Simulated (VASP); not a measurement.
Given:

```
CELL_PARAMETERS angstrom
      0.00000     2.25302     2.25302
      2.25302     0.00000     2.25302
      2.25302     2.25302     0.00000
ATOMIC_POSITIONS crystal
  Li 0.25000 0.25000 0.25000
  Li 0.75000 0.75000 0.75000
  O  0.00000 0.00000 0.00000
```

Method: TPSS meta-GGA, VASP's PBE PAW potentials (set 64) (plane waves; VASP). Numerical set-up: 520 eV cut-off, 8×8×8 Γ-centred mesh, Gaussian smearing of 0.050 eV, potentials Li_sv O.

The job: Li$_{2}$O (antifluorite), 3 atoms, TPSS, static run, 520 eV, 8×8×8 Γ-centred mesh. Roughly how much core time does it take on a busy server core?

About 60 core-seconds (one run on a shared machine, a rough figure). It had 29 irreducible k-points, 10 bands, up to 636 plane waves and 34 electronic steps.

The compound is Li2O in the antifluorite structure. This cell is one point of a volume scan, at 0.94 of the reference volume.
